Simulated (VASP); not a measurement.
Take TaC (rock salt), with a static lattice, in VASP with PAW potentials, and its lattice constant a.

Q: One run gives 4.479 Å. Which level is it?
(A) PBE-D3 (zero damping)
(B) PBE
(C) vdW-DF-cx
(D) LDA

A: B, PBE.  The others give 4.453 (PBE-D3 (zero damping)), 4.456 (vdW-DF-cx), 4.422 (LDA).

Only levels that ran to the end are used. Left out are those held back, those with too coarse a band path, GW runs whose mesh misses a band edge, hybrids' fits of cells that aren't cubic and levels without matching references; a question may draw on a part of the rest.

The compound is TaC in the rock salt structure.
